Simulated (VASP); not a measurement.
# Mo(100), as cut: electronic structure, part 3 of 3

Wanted: what it costs to take an electron out of Mo(100), held as cut.

VASP 6.6.1; PBE; plane waves and PAW (Mo).

So far. Step 4 (The slab in a field, field 0.05): Energy at zero smearing: -72.25919 eV.

## 5. The slab in a field, field 0.1

INCAR reads:

```
SYSTEM = Mo
PREC = Normal
ENCUT = 300
EDIFF = 1E-06
NELM = 120
ISMEAR = -1
SIGMA = 0.1
LREAL = .FALSE.
ALGO = Fast
GGA = PE
NBANDS = 28
LASPH = .TRUE.
LORBIT = 11
LWAVE = .FALSE.
LCHARG = .FALSE.
KPAR = 2
IDIPOL = 3
LDIPOL = .TRUE.
DIPOL = 0.5 0.5 0.5
EFIELD = 0.1
LVHAR = .TRUE.
```

POSCAR reads:

```
Mo
1.0
    3.1500000000      0.0000000000      0.0000000000
    0.0000000000      3.1500000000      0.0000000000
    0.0000000000      0.0000000000     27.4500000000
Mo
7
Direct
    0.0000000000      0.0000000000      0.3278688525
    0.5000000000      0.5000000000      0.3852459016
    0.0000000000      0.0000000000      0.4426229508
    0.5000000000      0.5000000000      0.5000000000
    0.0000000000      0.0000000000      0.5573770492
    0.5000000000      0.5000000000      0.6147540984
    0.0000000000      0.0000000000      0.6721311475
```

KPOINTS reads:

```
Automatic mesh
0
Gamma
16 16 1
0 0 0
```

The projector-augmented-wave data sets are Mo (PBE family, release 64).

On the command line:

```bash
$ mpirun -np 2 vasp_std
```

Log:

```text
[... set-up lines as in an earlier step ...]
 entering main loop
       N       E                     dE             d eps       ncg     rms          rms(c)
DAV:   1     0.155965359097E+03    0.15597E+03   -0.12278E+04  2536   0.773E+02
DAV:   2    -0.593204289524E+02   -0.21529E+03   -0.20553E+03  3408   0.200E+02
DAV:   3    -0.785204707451E+02   -0.19200E+02   -0.18381E+02  3464   0.585E+01
DAV:   4    -0.800350754327E+02   -0.15146E+01   -0.14633E+01  4200   0.143E+01
[...]
RMM:  73    -0.722945565804E+02   -0.19025E-04   -0.18866E-04  1381   0.832E-03    0.609E-02
RMM:  74    -0.722945781369E+02   -0.21556E-04   -0.21544E-04   954   0.787E-03    0.610E-02
RMM:  75    -0.722945956265E+02   -0.17490E-04   -0.16341E-04   879   0.767E-03    0.613E-02
WARNING in EDDRMM: call to ZHEGV failed, returncode =   6  3     28
RMM:  76    -0.722946138059E+02   -0.18179E-04   -0.18472E-04  1381   0.796E-03    0.612E-02
RMM:  77    -0.722946312486E+02   -0.17443E-04   -0.14996E-04   813   0.751E-03    0.617E-02
RMM:  78    -0.722946485149E+02   -0.17266E-04   -0.15778E-04   897   0.755E-03    0.621E-02
RMM:  79    -0.722946657361E+02   -0.17221E-04   -0.13005E-04  1690   0.833E-03    0.632E-02
[...]
RMM:  86    -0.722947290144E+02   -0.43107E-05   -0.56488E-05  2052   0.931E-03    0.657E-02
RMM:  87    -0.722947344552E+02   -0.54408E-05   -0.54421E-05  1597   0.807E-03    0.655E-02
RMM:  88    -0.722947405609E+02   -0.61057E-05   -0.53120E-05  1190   0.733E-03    0.654E-02
WARNING in EDDRMM: call to ZHEGV failed, returncode =   8  4     26
RMM:  89    -0.722947446913E+02   -0.41305E-05   -0.39301E-05  1005   0.707E-03    0.653E-02
RMM:  90    -0.722947490705E+02   -0.43792E-05   -0.42978E-05   925   0.693E-03    0.652E-02
RMM:  91    -0.722947963764E+02   -0.47306E-04   -0.14175E-04  2889   0.137E-02    0.719E-02
RMM:  92    -0.722947947069E+02    0.16695E-05    0.31711E-05  1907   0.973E-03    0.726E-02
[...]
RMM: 118    -0.722950278040E+02   -0.17038E-04   -0.13514E-04  2369   0.956E-03    0.106E-01
RMM: 119    -0.722950315547E+02   -0.37507E-05   -0.51666E-05  2134   0.857E-03    0.108E-01
RMM: 120    -0.722950066662E+02    0.24889E-04   -0.87442E-05  2409   0.105E-02
 -----------------------------------------------------------------------------
|                                                                             |
|           W    W    AA    RRRRR   N    N  II  N    N   GGGG   !!!           |
|           W    W   A  A   R    R  NN   N  II  NN   N  G    G  !!!           |
|           W    W  A    A  R    R  N N  N  II  N N  N  G       !!!           |
|           W WW W  AAAAAA  RRRRR   N  N N  II  N  N N  G  GGG   !            |
|           WW  WW  A    A  R   R   N   NN  II  N   NN  G    G                |
|           W    W  A    A  R    R  N    N  II  N    N   GGGG   !!!           |
|                                                                             |
|     The electronic self-consistency was not achieved in the given           |
|     number of steps (NELM). The forces and other quantities evaluated       |
|     might not be reliable so examine the results carefully. If you find     |
|     spurious results, we suggest increasing NELM, if you were close to      |
|     convergence or switching to a different ALGO or adjusting the           |
|     density mixing parameters otherwise.                                    |
|                                                                             |
 -----------------------------------------------------------------------------

   1 F= -.72295007E+02 E0= -.72178612E+02  d E =-.232789E+00
```

Wall time 7 min (2 MPI ranks of Intel Xeon Platinum 8488C (Sapphire Rapids), shared host); peak memory 0.47 GiB.

OUTCAR, selected parts (step 5):

```text
 dipolmoment           0.000000      0.000000      0.076338 electrons x Angstroem

 k-point     1 :       0.0000    0.0000    0.0000
  band No.  band energies     occupation
    ...
     19      -0.3704      1.99919
     20      -0.1828      1.99471
     21       0.2610      1.63352
     22       0.2610      1.63351
     23       0.3191      1.42749
     24       0.6832      0.12273
     25       0.7746      0.05113
     26       1.2638      0.00039
     27       1.2674      0.00038
     28       1.7174      0.00000

  Total       -7.9369057     -7.9369057     -5.9116213      0.0000000      0.0000000      0.0000000
  in kB      -46.6872556    -46.6872556    -34.7739265      0.0000000      0.0000000      0.0000000
  external PRESSURE =     -42.7161459 kB  Pullay stress =       0.0000000 kB

 POSITION                                       TOTAL-FORCE (eV/Angst)
 -----------------------------------------------------------------------------------
      0.00000      0.00000      9.00000         0.000000     -0.000000      1.514504
      1.57500      1.57500     10.57500         0.000000      0.000000     -1.277484
      0.00000      0.00000     12.15000         0.000000     -0.000000     -0.197014
      1.57500      1.57500     13.72500         0.000000     -0.000000     -0.026496
      0.00000      0.00000     15.30000        -0.000000     -0.000000      0.229817
      1.57500      1.57500     16.87500         0.000000      0.000000      1.234900
      0.00000      0.00000     18.45000        -0.000000     -0.000000     -1.478227
 -----------------------------------------------------------------------------------
    total drift:                                0.000000     -0.000000     -0.074590

  FREE ENERGIE OF THE ION-ELECTRON SYSTEM (eV)
  ---------------------------------------------------
  free  energy   TOTEN  =       -72.2950066662 eV

  energy  without entropy=      -72.0622172868  energy(sigma->0) =      -72.17861198

 vacuum level on the upper side and lower side of the slab         3.744         5.003

[... 8 parts as in an earlier step ...]

[... 11 further parts left out ...]
[key lines of the parts left out:]
E-fermi :   0.4105
```

The electronic loop did not meet EDIFF within NELM cycles, so this run is left out of the comparison.

## 6. Putting the energies together

This step: slab, PBE; plane waves and PAW (VASP 6.6.1).

Derived from the runs above.

Numbers from this step:

* polarisability per area of the slab or monolayer: 1.100 Å

VASP counts both for electrons: a positive EFIELD is a field along -c, and a positive dipole, in electrons times A, points along -c. Field, by row:

```csv
EFIELD (eV/Å),dipole along z (e Å),energy change (eV)
-0.05,-0.03796,-9.91e-4
0,0,0
0.05,0.03786,-9.88e-4
```

The polarisability is the slope of the dipole against the field, as a volume for each unit of area.

## 7. Slab, other settings

This step: PBE; plane waves and PAW (Mo) (VASP 6.6.1).

The run is repeated with some settings moved, to see what they change.

INCAR: that of step 5 with these lines changed.

```diff
@@ -19,3 +19,4 @@
 DIPOL = 0.5 0.5 0.5
-EFIELD = 0.1
 LVHAR = .TRUE.
+LVACPOTAV = .TRUE.
+NELECT = 41.5
```

POSCAR is that of step 5.

KPOINTS reads:

```
Automatic mesh
0
Gamma
8 8 1
0 0 0
```

On the command line:

```bash
$ mpirun -np 2 vasp_std
```

Log:

```text
[banner, memory and clock lines left out]
running    2 mpi-ranks, on    1 nodes
[...]
|                                                                             |
|     EEEEEEE  RRRRRR   RRRRRR   OOOOOOO  RRRRRR      ###     ###     ###     |
|     E        R     R  R     R  O     O  R     R     ###     ###     ###     |
|     E        R     R  R     R  O     O  R     R     ###     ###     ###     |
|     EEEEE    RRRRRR   RRRRRR   O     O  RRRRRR       #       #       #      |
|     E        R   R    R   R    O     O  R   R                               |
|     E        R    R   R    R   O     O  R    R      ###     ###     ###     |
|     EEEEEEE  R     R  R     R  OOOOOOO  R     R     ###     ###     ###     |
|                                                                             |
|     LDIPOL = .TRUE. must be selected only for cubic supercells, since       |
|     the quadrupole corrections are currently only implemented for this      |
|     specific geometry.                                                      |
|     Please change your box, or set LDIPOL=.FALSE.                           |
|                                                                             |
|       ---->  I REFUSE TO CONTINUE WITH THIS SICK JOB ... BYE!!! <----       |
|                                                                             |

1
1
```

The job ended after 2.8 s (2 MPI ranks).

Other runs of this cell carry LDIPOL without an error; here NELECT leaves a net charge, and the program allows the two together in cubic cells alone.

VASP stopped before it finished a first electronic cycle.

VASP's message: “LDIPOL = .TRUE. must be selected only for cubic supercells, since the quadrupole corrections are currently only implemented for this”. No number of this run is used.

Settings moved from the usual: k-mesh = 8×8×1 and NELECT = 41.5.

NELECT differs from the neutral count, so the cell is charged against a uniform background: another system, not a numerical setting.

## 8. Results

```yaml
work_function_of_the_slab: 3.97 eV
polarisability_per_area_of_the_slab_or_monolayer: 1.10 Å
```

In words: The work function is 3.97 eV at both faces. No atom was relaxed. The cell in the plane was kept as given and was not relaxed here.

[Lines on the potential files, build, host, timing and source positions are cut from VASP's logs without a mark.]

[Logs are printed without paths, hosts, clocks, repeated set-up lines and the standing remarks that a program may print on its own settings, such as how far it seeks lower states.]

[Hosts, paths, dates, database ids (printed as entryN), source tags and the programs' standing remarks are cut or masked in the printed files.]

[In band tables of VASP the shares of atoms and orbitals are scaled to a sum of 1 inside the atoms' spheres.]

[Runs that stopped without an error message from VASP are left out.]
